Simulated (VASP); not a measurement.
VASP runs on BaO (rock salt) share one base input (PBE GGA, plane waves, VASP's PBE PAW potentials (set 64)) and change the settings named in each case.

### INCAR
```
ALGO = Normal
EDIFF = 1E-6
ENCUT = 520
GGA = PE
ISIF = 2
ISMEAR = 0
LASPH = .TRUE.
LCHARG = .FALSE.
LMAXMIX = 4
LREAL = .FALSE.
LWAVE = .FALSE.
NELM = 100
PREC = Accurate
SIGMA = 0.05
SYSTEM = BaO
```

KPOINTS:
```
Automatic mesh
0
gamma
 8 8 8
```

File POSCAR:
```
BaO
1
    0.0000000000     2.7700000000     2.7700000000
    2.7700000000     0.0000000000     2.7700000000
    2.7700000000     2.7700000000     0.0000000000
Ba O
1 1
Direct
  0.0000000000   0.0000000000   0.0000000000
  0.5000000000   0.5000000000   0.5000000000
```

POTCAR, in this order: Ba_sv O (PBE.64 set). Program: vasp_std.

```tsv
change	E(σ→0) (eV/atom)	pressure (GPa)	gap on the mesh (eV)
base run	-5.8965	3.00	1.98
GGA = 91	-5.9743	2.76	1.96
IVDW = 13	-6.0900	(withheld)	1.98
IVDW = 11	-6.0399	(withheld)	1.98
IVDW = 12	-6.1231	1.24	1.98
AGGAC = 0.0, GGA = BO, LUSE_VDW = .TRUE., PARAM1 = 0.1833333333, PARAM2 = 0.22	-4.2092	1.81	2.01
GGA = PS	-6.1998	-0.27	1.87
```

Q: Fill in the missing entries.

A: 
- IVDW = 13, pressure (GPa): 1.47
- IVDW = 11, pressure (GPa): 1.57

Energies of different potentials or functionals have different zeros. Unless said otherwise, spin-orbit coupling is left out, though it shifts the bands of the heavy elements here.

Left out are runs that ran out of time, are held back, or changed the cell or the kind of run, fixed moments of cells without a moment, rows past the twelfth, gaps on odd meshes, pressures of charged cells and columns that move by less than the noise.

The compound is BaO in the rock salt structure. The cell was not relaxed at this level.
